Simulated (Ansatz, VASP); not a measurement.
## AlCo: VASP beside Ansatz

Wanted: the spread between two codes on one cell, functional and k mesh. The cell is taken from a series of runs on this material, whose earlier steps may have relaxed, scaled, displaced or heated it; both programs get it as it stands.

Main program and level: Ansatz 0.2.0; plane waves, with VASP 6.6.1 beside it; zone-centre phonons at LDA.

## Step 1: Starting point

The structure is cubic, space group Pm-3m (No. 221). The conventional cell has a = 2.775 Å, b = 2.775 Å, c = 2.775 Å, α = 90.00°, β = 90.00°, γ = 90.00°. Nearest to Al lie 8 Co at 2.40 Å. Nearest to Co lie 8 Al at 2.40 Å. Farther neighbours are not listed.

Coordinates:

```cif
data_structure
_symmetry_space_group_name_H-M 'Pm-3m'
_symmetry_Int_Tables_number 221
_cell_length_a 2.7746
_cell_length_b 2.7746
_cell_length_c 2.7746
_cell_angle_alpha 90.000
_cell_angle_beta 90.000
_cell_angle_gamma 90.000
_cell_volume 21.36
loop_
_atom_site_label
_atom_site_type_symbol
_atom_site_symmetry_multiplicity
_atom_site_Wyckoff_symbol
_atom_site_fract_x
_atom_site_fract_y
_atom_site_fract_z
_atom_site_occupancy
Al1 Al 1 a 0.00000 0.00000 0.00000 1
Co1 Co 1 b 0.50000 0.50000 0.50000 1
```

## Step 2: Ansatz: zone-centre phonons, LDA, pair 1

Ansatz runs on its PAW soft_1 files.

Second derivatives magnify differences that forces hide, and they need a tight electronic threshold.

The input, input.yaml:

```yaml
crystal:
  lattice:
    - [2.7745864241, 0.0, 0.0]
    - [0.0, 2.7745864241, 0.0]
    - [0.0, 0.0, 2.7745864241]
  atoms:
    - { symbol: Al, position: [0.0, 0.0, 0.0] }
    - { symbol: Co, position: [0.5, 0.5, 0.5] }
kpoints:
  mp_grid: { grid: [16, 16, 16] }
hamiltonian:
  xc: lda
  pseudopotentials: { kind: paw, azcp: { folder: soft_1 }, xc_functional: pbe }
scf:
  occupations: { method: methfessel_paxton, width: 0.2 }
output:
  eigenvalues: true
phonons:
  method: dfpt
```

On the command line:

```sh
> ansatz run input.yaml --threads 4 --pin off --max-ram 10240MiB --backend cpu --events-out ev --progress --plain --runs-dir out
```

Numbers of over 12 decimals in the logs are rounded to 6 here.

Output:

```text
Engine: ansatz 0.2.0, aarch64-unknown-linux-gnu
Pseudopotentials: kind: paw
Pseudopotential: Al, paw, valence charge 3, recommended cutoff 420 eV (normal), soft_1/Al.paw.azcp
Pseudopotential: Co, paw, valence charge 17, recommended cutoff 420 eV (normal), soft_1/Co.paw.azcp
Functional definition: SPW92
  exchange = slater_x
  correlation = pw_c
Crystal: 2 atoms, lattice volume = 21.360 Å³
Basis set: ecut = 420 eV, 437 PW (Γ), exchange–correlation on 40×40×40 points (8 copies of the dense FFT grid, shifted against one another)
Bands: 14, of which v1, the nominal top of the filled ones, is band 10 counted from 1 (9 counted from 0)
Symmetry: 48 space group operations
k-points: 405 of 4096 (irreducible under 8 space group operations, time reversal used)
Non-local potential: Al, projectors of the file, l = 0: 2, l = 1: 2, l = 2: 1
Non-local potential: Co, projectors of the file, l = 0: 3, l = 1: 2, l = 2: 3, l = 3: 1
PAW form: soft (Blöchl's): semilocal exchange-correlation on the pseudo side does not see the compensation charge
PAW frozen core: Al, regenerated for the run's functional, and the local potential with it (the file was generated under x = pbe(κ = 0.804, μ = 0.219515), c = pbe(β = 0.066725))
PAW frozen core: Co, regenerated for the run's functional, and the local potential with it (the file was generated under x = pbe(κ = 0.804, μ = 0.219515), c = pbe(β = 0.066725))
PAW one-centre angular grid: Al, 110 points (default); XC on 64 Gauss nodes
PAW one-centre angular grid: Co, 590 points (default); XC on 64 Gauss nodes
Initial density: superposition of atomic densities (chi_scale 0.1, normalization cell, long waves kept (reshape's long-wave potential 0.00 eV rms))
Initial wavefunctions: pseudopotential atomic-orbital guess
Functional: x = slater, c = lda
SCF iter   1: F=—  HF=-5577.235621 eV  |F-HF|=—  |Δ(HF+E_count)|=         —  Δρ=6.66e-2  dr2=8.32e-1  ethr=3.10e-3  ⟨swp⟩=4.2  Hψ=25935  notcnv=0
preconditioner: auto → none  [metal: Δε(μ)=0.016 eV  Ē_g=9.078 eV  σ=0.200 eV  W_gap=0.07  n_scr=6 (ndim 8)  ℏωp=27.8 eV  f_vac=0.000  D(μ)=0.83/eV (n_scr^D=6)  sad-step TF]
SCF iter   2: F=—  HF=-5577.195533 eV  |F-HF|=—  |Δ(HF+E_count)|=   4.01e-2  S|Δr|=    0.00e0  Δρ=7.61e-2  dr2=1.09e0  ethr=3.10e-3  ⟨swp⟩=1.0  Hψ=8923  notcnv=0
SCF iter   3: F=—  HF=-5577.003037 eV  |F-HF|=—  |Δ(HF+E_count)|=   1.92e-1  S|Δr|=    0.00e0  Δρ=1.47e-2  dr2=3.72e-2  ethr=3.10e-3  ⟨swp⟩=2.2  Hψ=7805  notcnv=0
SCF iter   4: F=—  HF=-5576.995205 eV  |F-HF|=—  |Δ(HF+E_count)|=   7.83e-3  S|Δr|=    0.00e0  Δρ=5.10e-4  dr2=1.06e-5  ethr=1.86e-4  ⟨swp⟩=1.1  Hψ=8670  notcnv=0  defer=10
SCF iter   5: F=—  HF=-5576.995238 eV  |F-HF|=—  |Δ(HF+E_count)|=   3.35e-5  S|Δr|=    0.00e0  Δρ=1.96e-4  dr2=4.81e-6  ethr=5.30e-8  ⟨swp⟩=2.8  Hψ=10580  notcnv=0  defer=10
SCF iter   6: F=—  HF=-5576.995231 eV  |F-HF|=—  |Δ(HF+E_count)|=   6.96e-6  S|Δr|=    0.00e0  Δρ=6.47e-6  dr2=3.63e-9  ethr=2.41e-8  ⟨swp⟩=2.2  Hψ=7650  notcnv=0  defer=10
SCF iter   7: F=—  HF=-5576.995233 eV  |F-HF|=—  |Δ(HF+E_count)|=   1.99e-6  S|Δr|=    0.00e0  Δρ=7.03e-7  dr2=1.17e-10  ethr=1.82e-11  ⟨swp⟩=2.0  Hψ=9859  notcnv=0  defer=10
SCF iter   8: F=-5576.995233 eV  HF=-5576.995233 eV  |F-HF|=6.37e-12  |Δ(HF+E_count)|=  2.64e-11  S|Δr|=    0.00e0  Δρ=1.39e-7  dr2=1.86e-12  ethr=1.00e-12  ⟨swp⟩=5.3  Hψ=23992  notcnv=0
SCF 1 converged in 8 iterations: F = -5576.995233 eV  dr2 = 1.86e-12
  greatest PAW one-centre occupation: 1.002 electrons in one spin orbital (limit 2), on the Co atom at site 1 (counted from 0), in its partial waves of l = 1
DFPT response loops at Γ: preconditioner auto → Kerker (q_TF=auto, 2.699 Å⁻¹) (partly filled bands, converged f_vac=0.000); β = 1.00, the filter's whole step (`scf.mixing.beta` (0.50) is not read by the response loops under this deck's `scf.mixing.preconditioner`; to damp them name `kerker` or `kerker_dos`, under which they read `scf.mixing.beta`, and type it under 1.00, their step now; both keys bind the ground state too); Broyden in place of MSR1
SCF converged after 8 iterations
Stability not checked: this state was not tested for a lower state beside it, because cold or Methfessel-Paxton smearing, or corrected tetrahedra, fill the levels in a way that the test cannot read (fill_not_monotonic; see scf.lower_state_search)
Free energy (F): -5576.995233 eV
Harris-Foulkes:  -5576.995233 eV  (|F-HF|=6.37e-12)
Internal energy: -5576.997167 eV  (E = F + TS)
E sigma→0 (E₀):  -5576.995717 eV
Entropy (-TS):   0.001934 eV (0.967 meV/atom)
Fermi energy:    15.579471 eV
--- Per-component energies (eV) ---
  E_band       = -262.154923
  E_kinetic    = 325.669501
  E_local      = -3398.165900  (includes V_loc(G=0)·N_el)
  E_nonlocal   = 454.051680
  E_hartree    = 1539.282681
  E_xc         = -132.866794
  E_vxc        = -152.802942  (∫ρ·V_xc dr)
  E_paw        = -1959.143913  (= ΣΔE_a)
  E_vpaw       = -569.472556  (= ΣTr[D̂ρ^β])
  E_aug_tail   = 0.000010  (compensation charges beyond the density's cutoff)
  E_ewald      = -2406.298400
  E_core_change = 0.473968  (= ΣΔE_core)
  E_smearing   = 0.001934  (= −TS)
  E_closure    = -0.000000  (closes the sum)
  Σ components = -5576.995233   (vs F -5576.995233, Δ=0.00e0)
--- Band table (eV; the first three rows and the last of 405) ---
  k-point 0: bands = [... 6 lower, 12.1826, 14.6607, 14.6607, 14.6607, 21.9061, 21.9061, 21.9061, 24.6736]
  k-point 1: bands = [... 6 lower, 12.2056, 14.6153, 14.6153, 14.6657, 21.1306, 22.0159, 22.0159, 24.6561]
  k-point 2: bands = [... 6 lower, 12.2718, 14.4907, 14.4907, 14.6798, 19.7557, 22.3342, 22.3342, 24.6044]
  k-point 404: bands = [... 6 lower, 11.2564, 15.3144, 15.3144, 17.9562, 17.9562, 17.9562, 20.3440, 21.4271]
--- Phonons (Γ-DFPT): 2 representative perturbations + reference, on 405 of 4096 k-points (Σ response iterations 6) ---
  k mesh reduced under 8 symmetry operations, with k and −k counted as one. Each operation leaves every solved perturbation unchanged. A smaller set is not used because it would not reduce the number of displacements times k-points to solve
  ASR residual: 1.791e-5 → 0.000e0 eV/Å²; symmetrization residual: 9.091e-7 eV/Å²
  ASR residual per site (eV/Å²): 1.79e-5 7.33e-7
  Γ frequencies (cm⁻¹): 0.00 0.00 0.00 358.58 358.58 358.58
  non-analytic LO–TO correction: not included (Born effective charges unavailable; polar crystals: no LO–TO splitting at Γ)
```

## Step 3: VASP: zone-centre phonons, LDA, pair 1

The same cell, functional (in two slightly different forms), mesh and smearing now go to VASP, with its own data sets.

Lines of VASP's logs that name or quote its potential files are left out, and so is its time.

The input, INCAR:

```
SYSTEM = AlCo
PREC = Accurate
ENCUT = 600
EDIFF = 1E-08
NELM = 120
ISMEAR = 1
SIGMA = 0.2
LREAL = .FALSE.
ALGO = Normal
GGA = CA
NBANDS = 12
LASPH = .TRUE.
LORBIT = 11
LWAVE = .FALSE.
LCHARG = .FALSE.
ISIF = 2
IBRION = 8
GGA_COMPAT = .FALSE.
KPAR = 2
```

The input, POSCAR:

```
AlCo
1.0
    2.7745864241      0.0000000000      0.0000000000
    0.0000000000      2.7745864241      0.0000000000
    0.0000000000      0.0000000000      2.7745864241
Al Co
1 1
Direct
    0.0000000000      0.0000000000      0.0000000000
    0.5000000000      0.5000000000      0.5000000000
```

The input, KPOINTS:

```
Automatic mesh
0
Gamma
16 16 16
0 0 0
```

PAW data sets: Al and Co (LDA family, release 64).

On the command line:

```sh
> mpirun -np 2 vasp_std
```

Output:

```text
[banner, memory and clock lines left out]
running    2 mpi-ranks, on    1 nodes
 distrk:  each k-point on    1 cores,    2 groups
 distr:  one band on    1 cores,    1 groups

 POSCAR found type information on POSCAR AlCo
 POSCAR found :  2 types and       2 ions
 LDA part: xc-table for (Slater(with rela. corr.)+CA(PZ))
 , standard interpolation
 POSCAR, INCAR and KPOINTS ok, starting setup
 FFT: planning ... GRIDC
 FFT: planning ... GRID_SOFT
 FFT: planning ... GRID
 WAVECAR not read
 entering main loop
       N       E                     dE             d eps       ncg     rms          rms(c)
DAV:   1     0.398517067568E+02    0.39852E+02   -0.59060E+03  4000   0.122E+03
DAV:   2    -0.135050809578E+02   -0.53357E+02   -0.49084E+02  4076   0.195E+02
DAV:   3    -0.153458944671E+02   -0.18408E+01   -0.18219E+01  4788   0.429E+01
DAV:   4    -0.153729527554E+02   -0.27058E-01   -0.27051E-01  4416   0.460E+00
DAV:   5    -0.153737399733E+02   -0.78722E-03   -0.78719E-03  4844   0.868E-01    0.130E+01
DAV:   6    -0.174492087943E+02   -0.20755E+01   -0.54030E+01  4424   0.105E+02    0.159E+01
DAV:   7    -0.137602480103E+02    0.36890E+01   -0.25374E+01  4440   0.669E+01    0.205E+00
DAV:   8    -0.137161865177E+02    0.44061E-01   -0.18445E-01  4404   0.356E+00    0.112E+00
DAV:   9    -0.137017291985E+02    0.14457E-01   -0.20747E-02  5448   0.185E+00    0.288E-01
DAV:  10    -0.137012627458E+02    0.46645E-03   -0.36412E-04  4488   0.160E-01    0.139E-01
DAV:  11    -0.137012461891E+02    0.16557E-04   -0.14811E-05  5156   0.315E-02    0.961E-03
DAV:  12    -0.137012453239E+02    0.86519E-06   -0.14557E-06  5060   0.132E-02    0.702E-03
DAV:  13    -0.137012452831E+02    0.40779E-07   -0.15170E-07  4476   0.335E-03    0.903E-04
DAV:  14    -0.137012452812E+02    0.19120E-08   -0.48107E-09  2680   0.642E-04
   1 F= -.13701245E+02 E0= -.13701868E+02  d E =0.186689E-02
 Linear response reoptimize wavefunctions to high precision
DAV:   1    -0.137012452810E+02    0.20032E-09   -0.12490E-09  3356   0.308E-04
DAV:   2    -0.137012452810E+02   -0.20464E-11   -0.11898E-10  2276   0.126E-04
 Linear response DOF=           2
 Linear response progress:
  Degree of freedom:   1/  2
       N       E                     dE             d eps       ncg     rms          rms(c)
RMM:   1    -0.613781798295E-02   -0.61378E-02    0.10699E-03 21253   0.658E-01
RMM:   2    -0.580846840428E-02    0.32935E-03   -0.57147E-05 14310   0.233E-01    0.629E-02
RMM:   3    -0.578663739577E-02    0.21831E-04   -0.12417E-04 15700   0.883E-02    0.307E-02
RMM:   4    -0.586018294273E-02   -0.73546E-04   -0.49097E-05 15678   0.526E-02    0.587E-03
RMM:   5    -0.586594637978E-02   -0.57634E-05   -0.39617E-06 16106   0.132E-02    0.224E-03
RMM:   6    -0.586691265013E-02   -0.96627E-06   -0.20133E-07 15297   0.374E-03    0.108E-03
RMM:   7    -0.586702464324E-02   -0.11199E-06   -0.20076E-08 14679   0.203E-03    0.566E-04
RMM:   8    -0.586718385014E-02   -0.15921E-06   -0.18082E-09 17250   0.611E-04    0.289E-04
RMM:   9    -0.586729174676E-02   -0.10790E-06   -0.32948E-10 17304   0.183E-04    0.103E-05
RMM:  10    -0.586728219666E-02    0.95501E-08   -0.29790E-10 17264   0.486E-05    0.211E-05
 first order change of Fermi-energy   0.52923E-04
 force on displaced ion       1 direction 1 :  -8.863   0.000   0.000
 Linear response progress:
  Degree of freedom:   2/  2
       N       E                     dE             d eps       ncg     rms          rms(c)
RMM:   1    -0.169583287544E+00   -0.16958E+00   -0.10439E-01 14445   0.263E+00
RMM:   2    -0.169335116078E+00    0.24817E-03   -0.28870E-03 14575   0.565E-01    0.167E-01
RMM:   3    -0.169269817371E+00    0.65299E-04   -0.20238E-04 15345   0.118E-01    0.994E-02
RMM:   4    -0.169632513851E+00   -0.36270E-03   -0.20156E-04 16328   0.106E-01    0.740E-03
RMM:   5    -0.169608764024E+00    0.23750E-04   -0.59379E-06 16620   0.258E-02    0.620E-03
RMM:   6    -0.169600213092E+00    0.85509E-05   -0.60681E-07 14688   0.968E-03    0.383E-03
RMM:   7    -0.169574942434E+00    0.25271E-04   -0.12580E-07 16613   0.340E-03    0.218E-04
RMM:   8    -0.169573172356E+00    0.17701E-05   -0.65677E-09 17760   0.716E-04    0.729E-05
RMM:   9    -0.169573084515E+00    0.87841E-07   -0.15678E-09 17843   0.190E-04    0.277E-05
RMM:  10    -0.169572987347E+00    0.97169E-07    0.54680E-11 17136   0.683E-05    0.126E-05
RMM:  11    -0.169573049757E+00   -0.62410E-07   -0.15374E-10 16778   0.362E-05    0.208E-06
RMM:  12    -0.169573046011E+00    0.37459E-08   -0.37833E-11 18203   0.159E-05    0.138E-06
 first order change of Fermi-energy   0.29664E-02
 force on displaced ion       2 direction 1 :  -8.863   0.000   0.000
 Linear response finished
```

OUTCAR, selected parts (step 3):

```text
ion  position               nearest neighbor table
   1  0.000  0.000  0.000-   2 2.40   2 2.40   2 2.40   2 2.40   2 2.40   2 2.40   2 2.40   2 2.40

  LATTYP: Found a simple cubic cell.
 ALAT       =     2.7745864241

 Subroutine GETGRP returns: Found 48 space group operations
 (whereof 48 operations were pure point group operations)

The static configuration has the point symmetry O_h .

 Found    165 irreducible k-points:

   k-points           NKPTS =    165   k-points in BZ     NKDIM =    165   number of bands    NBANDS=     12

   dimension x,y,z NGX =    24 NGY =   24 NGZ =   24
   dimension x,y,z NGXF=    48 NGYF=   48 NGZF=   48

   ENCUT  =  600.0 eV  44.10 Ry    6.64 a.u.   5.54  5.54  5.54*2*pi/ulx,y,z

   NELECT =      12.0000    total number of electrons

 k-points in reciprocal lattice and weights: Automatic mesh
   0.00000000  0.00000000  0.00000000       0.000
   0.06250000  0.00000000  0.00000000       0.001
   0.12500000  0.00000000  0.00000000       0.001
   0.18750000  0.00000000  0.00000000       0.001
   0.25000000  0.00000000  0.00000000       0.001
   0.31250000  0.00000000  0.00000000       0.001
   0.37500000  0.00000000  0.00000000       0.001
   0.43750000  0.00000000  0.00000000       0.001
   0.50000000  0.00000000  0.00000000       0.001
[...]
0.50000000  0.50000000  0.43750000       0.001
   0.50000000  0.50000000  0.50000000       0.000

 average (electrostatic) potential at core
       1 -66.3050       2 -76.7070

  Total        0.6336088      0.6336088      0.6336088      0.0000000      0.0000000     -0.0000000
  in kB       47.5266269     47.5266269     47.5266269      0.0000000      0.0000000     -0.0000000
  external PRESSURE =      47.5266269 kB  Pullay stress =       0.0000000 kB

  energy-cutoff  :      600.00
  volume of cell :       21.36
      direct lattice vectors                 reciprocal lattice vectors
     2.774586424  0.000000000  0.000000000     0.360414075  0.000000000  0.000000000
     0.000000000  2.774586424  0.000000000     0.000000000  0.360414075  0.000000000
     0.000000000  0.000000000  2.774586424     0.000000000  0.000000000  0.360414075

 POSITION                                       TOTAL-FORCE (eV/Angst)
 -----------------------------------------------------------------------------------
      0.00000      0.00000      0.00000         0.000000      0.000000      0.000000
      1.38729      1.38729      1.38729         0.000000      0.000000      0.000000
 -----------------------------------------------------------------------------------
    total drift:                                0.000000     -0.000000     -0.000000

 Eigenvectors and eigenvalues of the dynamical matrix
 ----------------------------------------------------

   1 f  =   10.818253 THz    67.973089 2PiTHz  360.858083 cm-1    44.740680 meV
             X         Y         Z           dx          dy          dz
      0.000000  0.000000  0.000000    -0.000000    0.828216    0.000000
      1.387293  1.387293  1.387293     0.000000   -0.560410    0.000000

   2 f  =   10.818253 THz    67.973089 2PiTHz  360.858083 cm-1    44.740680 meV
             X         Y         Z           dx          dy          dz
      0.000000  0.000000  0.000000     0.828216    0.000000    0.000000
      1.387293  1.387293  1.387293    -0.560410    0.000000    0.000000

   3 f  =   10.818253 THz    67.973089 2PiTHz  360.858083 cm-1    44.740680 meV
             X         Y         Z           dx          dy          dz
      0.000000  0.000000  0.000000     0.000000    0.000000   -0.828216
      1.387293  1.387293  1.387293    -0.000000   -0.000000    0.560410

   4 f/i=    0.000144 THz     0.000906 2PiTHz    0.004812 cm-1     0.000597 meV
             X         Y         Z           dx          dy          dz
      0.000000  0.000000  0.000000    -0.037653    0.517272    0.212299
      1.387293  1.387293  1.387293    -0.055646    0.764464    0.313751

   5 f/i=    0.000144 THz     0.000906 2PiTHz    0.004812 cm-1     0.000597 meV
             X         Y         Z           dx          dy          dz
      0.000000  0.000000  0.000000     0.112362   -0.201439    0.510741
      1.387293  1.387293  1.387293     0.166057   -0.297702    0.754811

   6 f/i=    0.000144 THz     0.000906 2PiTHz    0.004812 cm-1     0.000597 meV
             X         Y         Z           dx          dy          dz
      0.000000  0.000000  0.000000    -0.547737   -0.076881    0.090179
      1.387293  1.387293  1.387293    -0.809487   -0.113621    0.133273

 ELASTIC MODULI CONTR FROM IONIC RELAXATION (kBar)
 Direction    XX          YY          ZZ          XY          YZ          ZX
 --------------------------------------------------------------------------------
 XX           0.0000      0.0000      0.0000      0.0000      0.0000      0.0000
 YY           0.0000      0.0000      0.0000      0.0000      0.0000      0.0000
 ZZ           0.0000      0.0000      0.0000      0.0000      0.0000      0.0000
 XY           0.0000      0.0000      0.0000      0.0000      0.0000      0.0000
 YZ           0.0000      0.0000      0.0000      0.0000      0.0000      0.0000
 ZX           0.0000      0.0000      0.0000      0.0000      0.0000      0.0000
 --------------------------------------------------------------------------------
```

## Step 4: Differences

Known differences besides the potentials themselves: the two LDA forms differ slightly; the data sets hold 20 valence electrons in Ansatz (on its PAW soft_1 files) and 12 in VASP; the cutoff is 420 eV in Ansatz and 600 eV in VASP; VASP's log shows a relativistic correction to its local exchange, Ansatz's none. Total energies have different zeros and are not compared.

Compared:

```csv
quantity,Ansatz,VASP,difference
optical mode 1 to 3 (cm⁻¹),358.6,360.9,-0.63 %
```

Modes are paired by rising frequency, not by their patterns, so a pair may set unlike modes beside each other; they are those without the splitting of longitudinal modes.

[end of part 1 of 2]

[Lines on the potential files, build, host, timing and source positions are cut from VASP's logs without a mark.]

[Logs are printed without paths, hosts, clocks, repeated set-up lines and the standing remarks that a program may print on its own settings, such as how far it seeks lower states.]

[Hosts, paths, dates, database ids (printed as entryN), source tags and the programs' standing remarks are cut or masked in the printed files.]
